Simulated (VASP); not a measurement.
Method: PBEsol GGA, VASP's PBE PAW potentials (set 64) (plane waves; VASP).

A VASP calculation is set up with these files.

POSCAR:
```
Ge4Si4
1
    0.0000000000     2.7720937086     2.7720937086
    2.7720937086     0.0000000000     2.7720937086
   11.0748354533    11.0748354533     0.0135393813
Si Ge
4 4
Direct
  0.9924335084   0.9924335084   0.0056748686
  0.2478211935   0.2478211935   0.0641341049
  0.0021788065   0.0021788065   0.2483658951
  0.2575664916   0.2575664916   0.3068251314
  0.0076881729   0.0076881729   0.4942338703
  0.2521949665   0.2521949665   0.5608537751
  0.9978050335   0.9978050335   0.7516462249
  0.2423118271   0.2423118271   0.8182661297
```

KPOINTS:
```
k-points along high-symmetry lines
12
Line-mode
Reciprocal
  0.000000   0.000000   0.000000 ! GAMMA
  0.000000   0.000000  -0.500000 ! T

  0.000000   0.000000  -0.500000 ! T
 -0.328125   0.328125  -0.500000 ! H_2

 -0.343750   0.328125  -0.187500 ! H_0
  0.000000   0.500000   0.500000 ! L

  0.000000   0.500000   0.500000 ! L
  0.000000   0.000000   0.000000 ! GAMMA

  0.000000   0.000000   0.000000 ! GAMMA
 -0.335938   0.335938   0.000000 ! S_0

 -0.335938   0.328125  -0.343750 ! S_2
 -0.500000   0.000000  -1.000000 ! F

 -0.500000   0.000000  -1.000000 ! F
  0.000000   0.000000   0.000000 ! GAMMA
```

INCAR:
```
LASPH = .TRUE.   ! aspherical one-centre terms
LREAL = .FALSE.   ! projection in real space or not
LMAXMIX = 4   ! l cut-off of mixed one-centre charges
PREC = Accurate
ISMEAR = 0
SIGMA = 0.05   ! width (eV)
EDIFF = 1E-7   ! SCF stop (eV)
LORBIT = 11
ICHARG = 11
GGA = PS
ENCUT = 400   ! plane-wave cut-off (eV)
LCHARG = .FALSE.
SYSTEM = Ge4Si4
NELM = 100   ! most electronic steps
ALGO = Normal
LWAVE = .FALSE.
```

POTCAR, in this order: Si Ge_d (PBE.64 set). Program: vasp_std. Read from the step before: CHGCAR.

The run wrote:

OSZICAR:
```
       N       E                     dE             d eps       ncg     rms          rms(c)
DAV:   1     0.651937725359E+03    0.65194E+03   -0.29838E+04  8616   0.317E+03
DAV:   2     0.836019259800E+02   -0.56834E+03   -0.55519E+03  7224   0.804E+02
DAV:   3    -0.280491352592E+02   -0.11165E+03   -0.10939E+03  8259   0.199E+02
DAV:   4    -0.352946349397E+02   -0.72455E+01   -0.71291E+01  8874   0.585E+01
DAV:   5    -0.354763365606E+02   -0.18170E+00   -0.18132E+00  8800   0.973E+00
DAV:   6    -0.354826657605E+02   -0.63292E-02   -0.63264E-02 10436   0.162E+00
DAV:   7    -0.354828145608E+02   -0.14880E-03   -0.14877E-03  9464   0.216E-01
DAV:   8    -0.354828198013E+02   -0.52405E-05   -0.52393E-05 10613   0.353E-02
DAV:   9    -0.354828199227E+02   -0.12135E-06   -0.12168E-06  7232   0.443E-03
DAV:  10    -0.354828199293E+02   -0.66339E-08   -0.67515E-08  6317   0.128E-03
   1 F= -.35482820E+02 E0= -.35482820E+02  d E =-.530734E-06
```

**OUTCAR**
```
 val. band max:        5.4674309958   @ k =   0.0000   0.0000   0.0000

 cond. band min:       5.7572829705   @ k =  -0.4545   0.0000  -0.9091



 k-point     1 :       0.0000    0.0000    0.0000
  band No.  band energies     occupation
      1     -19.1794      2.00000
      2     -19.1794      2.00000
      3     -19.1618      2.00000
      4     -19.1618      2.00000
      5     -19.1510      2.00000
      6     -19.0956      2.00000
      7     -19.0956      2.00000
      8     -19.0730      2.00000
      9     -19.0730      2.00000
     10     -18.9884      2.00000
     11     -18.9881      2.00000
     12     -18.9135      2.00000
     13     -18.8979      2.00000
     14     -18.8979      2.00000
     15     -18.8753      2.00000
     16     -18.8753      2.00000
     17     -18.8534      2.00000
     18     -18.8534      2.00000
     19     -18.8355      2.00000
     20     -18.8355      2.00000
     21      -7.2217      2.00000
     22      -6.4308      2.00000
     23      -6.1814      2.00000
     24      -4.7322      2.00000
     25      -2.0305      2.00000
     26       0.9663      2.00000
     27       1.0249      2.00000
     28       3.8325      2.00000
     29       3.8325      2.00000
     30       4.3521      2.00000
     31       4.3521      2.00000
     32       4.6600      2.00000
     33       4.6600      2.00000
     34       5.3195      2.00000
     35       5.4674      1.99999
     36       5.4674      1.99999
     37       6.1073      0.00000
     38       6.3160      0.00000
     39       6.6546      0.00000
     40       7.1607      0.00000
     41       7.7145      0.00000
     42       7.7149      0.00000
     43       8.0387      0.00000

 k-point     2 :       0.0000    0.0000   -0.0455
  band No.  band energies     occupation
      1     -19.1794      2.00000
      2     -19.1794      2.00000
      3     -19.1618      2.00000
      4     -19.1618      2.00000
      5     -19.1510      2.00000
      6     -19.0956      2.00000
...
```

The density is held fixed in this step, so its total energy and stress have no physical meaning.

The structure was generated: Ge4Si4 was put into an ordered model structure (R-3m), which need not be its known phase. It was relaxed first.
